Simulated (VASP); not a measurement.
OSZICAR of a VASP run on Sb (space group R-3m):

OSZICAR:
```
       N       E                     dE             d eps       ncg     rms          rms(c)
DAV:   1     0.259431954098E+02    0.25943E+02   -0.27406E+03  1170   0.559E+02
DAV:   2    -0.846848343065E+01   -0.34412E+02   -0.33663E+02  1621   0.106E+02
DAV:   3    -0.964083692868E+01   -0.11724E+01   -0.11658E+01  1432   0.239E+01
DAV:   4    -0.964949003483E+01   -0.86531E-02   -0.86509E-02  1440   0.232E+00
DAV:   5    -0.964954772584E+01   -0.57691E-04   -0.57691E-04  1367   0.184E-01    0.342E+00
DAV:   6    -0.962983054057E+01    0.19717E-01   -0.51887E-03  1283   0.441E-01    0.206E+00
DAV:   7    -0.961900020778E+01    0.10830E-01   -0.11278E-02  1245   0.655E-01    0.545E-02
DAV:   8    -0.961899189566E+01    0.83121E-05   -0.27165E-04  1254   0.134E-01    0.181E-02
DAV:   9    -0.961899538759E+01   -0.34919E-05   -0.15450E-05  1409   0.286E-02    0.912E-03
DAV:  10    -0.961899516512E+01    0.22246E-06   -0.17148E-06   745   0.852E-03
   1 F= -.96189952E+01 E0= -.96134390E+01  d E =-.111123E-01
```

**Question.** Which electronic solver shows in the log?

**Answer.** It is blocked Davidson (ALGO = Normal, or the opening steps of other solvers). The INCAR had ALGO = Normal.

**Question.** Can the final energy be trusted as converged?

**Answer.** The calculation finished and met its thresholds. It stopped with EDIFF = 1E-6, NELM = 100 (LDA (Ceperley-Alder, Perdew-Zunger), plane waves, VASP's LDA PAW potentials (set 64)).

The structure is a typed Sb crystal (R-3m). The cell was not relaxed at this level. The run is one of a series of settings (GGA removed, POTCAR Sb (LDA.64 set) against the base run), some of them coarse on purpose.
